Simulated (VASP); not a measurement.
Input for VASP

### POSCAR
```
GaSb
1.0
  0.0000000000   3.0747050000   3.0747050000
  3.0747050000   0.0000000000   3.0747050000
  3.0747050000   3.0747050000   0.0000000000
Ga Sb
1 1
direct
  0.0000000000   0.0000000000   0.0000000000
  0.2500000000   0.2500000000   0.2500000000
```

**KPOINTS**
```
Automatic mesh
0
Gamma
8 8 8
0 0 0
```

INCAR:
```
# general
SYSTEM  = GaSb
PREC    = Accurate
ENCUT   = 300
LREAL   = .FALSE.   # projection in real space or not
LASPH   = .TRUE.

# electronic loop
EDIFF   = 1E-6   # SCF stop (eV)
NELM    = 100   # most electronic steps
ALGO    = Normal   # blocked Davidson
LMAXMIX = 4   # l cut-off of mixed one-centre charges

# smearing
ISMEAR  = -1   # Fermi-Dirac
SIGMA   = 0.05   # width (eV)

# ions
ISIF    = 2   # forces and stress, cell fixed

# output
LWAVE   = .FALSE.
LCHARG  = .FALSE.
```

POTCAR, in this order: Ga_d Sb (LDA.64 set). Program: vasp_std.

### Question
Write an equivalent input for Ansatz.

### Answer
One equivalent input (not run):
Ansatz 0.2 input:
```yaml
crystal:
  lattice:
    - [0.0000000, 3.0747050, 3.0747050]
    - [3.0747050, 0.0000000, 3.0747050]
    - [3.0747050, 3.0747050, 0.0000000]
  atoms:
    - { symbol: Ga, position: [0.0000000, 0.0000000, 0.0000000] }
    - { symbol: Sb, position: [0.2500000, 0.2500000, 0.2500000] }
kpoints:
  mp_grid: { grid: [8, 8, 8] }
hamiltonian:
  xc: lda
  pseudopotentials: { kind: paw }
scf:
  occupations: { method: fermi_dirac, width: 0.05 }
  max_iter: 100
output: { forces: true, stress: true, eigenvalues: true }
```
Limits of the translation: each code has its own PAW files, so the cut-off isn't converted (ENCUT is set for VASP's; basis.ecutwfc is left out, and Ansatz then takes the one that its files recommend); Ansatz stops its SCF on the density residual and VASP on the energy change (EDIFF); Ansatz's lda is the Perdew-Wang form, while the LDA potentials of VASP carry Perdew-Zunger's.

The structure is a typed GaSb crystal (F-43m). The cell was not relaxed at this level. The run is one of a series of settings (GGA removed, POTCAR Ga_d Sb (LDA.64 set) against the base run), some of them coarse on purpose.
